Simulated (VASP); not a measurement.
Level of theory: PBE GGA, VASP's PBE PAW potentials (set 64) (plane waves; VASP 6.6.1).

VASP ran on this input.

INCAR:
```
# general
SYSTEM =PtSe2
PREC   =Accurate
ENCUT  =300
LREAL  =.False.   # projection in real space or not
LASPH  =.True.   # aspherical one-centre terms

# electronic loop
EDIFF  =1E-6   # SCF stop (eV)
NELM   =100   # most electronic steps
ALGO   =Normal
LMAXMIX=6   # l cut-off of mixed one-centre charges

# smearing
ISMEAR =1   # Methfessel-Paxton
SIGMA  =0.05   # width (eV)

# functional
GGA    =PE   # PBE

# ions
ISIF   =2

# output
LWAVE  =.False.
LCHARG =.False.
```

File POSCAR:
```
PtSe2
1
    3.6676690000     0.0000000000     0.0000000000
   -1.8338350000     3.1762950000     0.0000000000
    0.0000000000     0.0000000000    16.9820380000
Pt Se
1 2
Direct
  0.0000000000   0.0000000000   0.5000000000
  0.3333330000   0.6666670000   0.5878000000
  0.6666670000   0.3333330000   0.4122000000
```

### KPOINTS
```
kpoints
0
gamma
  7 7 1
```

POTCAR, in this order: Pt Se (PBE.64 set). Program: vasp_std.

The cell holds a wide vacuum, so values per volume refer to the whole cell.

**Question.** Predict the energy per atom (σ→0), largest force.

**Answer.** 
```yaml
energy per atom (σ→0): -4.690 eV/atom
largest_force: 1.404 eV/Å
```

**OSZICAR**
```
...
DAV:  14    -0.140691771600E+02   -0.29854E-04   -0.96146E-06   275   0.139E-02    0.588E-03
DAV:  15    -0.140691967040E+02   -0.19544E-04   -0.67105E-06   275   0.879E-03    0.255E-03
DAV:  16    -0.140692186286E+02   -0.21925E-04   -0.15415E-06   254   0.776E-03    0.127E-03
DAV:  17    -0.140692383186E+02   -0.19690E-04   -0.65202E-07   232   0.320E-03    0.101E-03
DAV:  18    -0.140692485442E+02   -0.10226E-04   -0.29259E-07   225   0.267E-03    0.344E-04
DAV:  19    -0.140692508360E+02   -0.22918E-05   -0.50813E-08   246   0.931E-04    0.140E-04
DAV:  20    -0.140692518258E+02   -0.98976E-06   -0.30961E-08   239   0.539E-04
   1 F= -.14069252E+02 E0= -.14069443E+02  d E =0.574413E-03
```

The cell is a sheet with vacuum, built from a generated structure.
